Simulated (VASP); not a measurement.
Data:

```yaml
crystal:
  lattice:
    - [1.71982, -2.97882, 0.00000]
    - [1.71982, 2.97882, 0.00000]
    - [0.00000, 0.00000, 5.43565]
  atoms:
    - { symbol: Pt, position: [0.00000, 0.00000, 0.00000] }
    - { symbol: S, position: [0.33333, 0.66667, 0.22020] }
    - { symbol: S, position: [0.66667, 0.33333, 0.77980] }
```

Calculation: r2SCAN meta-GGA, VASP's PBE PAW potentials (set 64) (plane waves; VASP). Run with 480 eV cut-off, 8×8×4 Γ-centred mesh, Gaussian smearing of 0.050 eV, potentials Pt S.

Problem. Which forces act on the atoms, in eV/Å?

Solution. 
```json
[
 {"atom": "Pt1", "Fx": "0.000", "Fy": "0.000", "Fz": "0.000"},
 {"atom": "S2", "Fx": "0.000", "Fy": "0.000", "Fz": "1.451"},
 {"atom": "S3", "Fx": "0.000", "Fy": "0.000", "Fz": "-1.451"}
]
```

Problem. Give the stress tensor in GPa (positive for a compressed cell).

Solution. 
```
16.82   0.00   0.00
 0.00  16.82   0.00
 0.00   0.00  10.85
```
The pressure is its mean diagonal, 14.83 GPa.

The compound is PtS2 in the 1T layered structure. This cell was strained or had an atom moved on purpose.
